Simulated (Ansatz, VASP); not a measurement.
# Hf3Te in VASP and in Ansatz

```
Hf Te
1.0
     5.30324    0.00000    0.00000
     0.00000    5.30324    0.00000
     0.00000    0.00000    5.30324
Hf Te
3 1
Direct
  0.50000 0.00000 0.00000
  0.00000 0.50000 0.00000
  0.00000 0.00000 0.50000
  0.00000 0.00000 0.00000
```

Alike in both runs: functional PBE; k mesh 4 × 4 × 4; occupations gaussian, width 0.1 eV; no spin polarisation.

Ansatz relaxed the structure, and its values are those at the end. VASP's run is a single point on that final structure, the one shown.

|  | VASP | Ansatz |
| --- | --- | --- |
| version | VASP 6.6.1 | Ansatz 0.2.0 |
| potentials or method | VASP PAW PBE potentials, release 64 (Hf_pv, Te) | scalar-relativistic, plane waves, PAW |
| plane-wave cutoff (eV) | 520 | 420 |
| valence electrons in the cell | 36 | 94 |

|  | VASP | Ansatz | Ansatz less VASP |
| --- | --- | --- | --- |
| gap on the k mesh at the Fermi level (eV) | none | none | - |
| pressure (GPa) | -0.1 | 0.0 | +0.15 |

A gap of «none» marks a metal or a gap that the smearing closes. The functional is the same, so the differences come from potentials, cutoffs and numerics. The two sets of potentials don't hold the same shells in valence.

The runs have no spin-orbit coupling, so splittings on Hf, Te are missing.
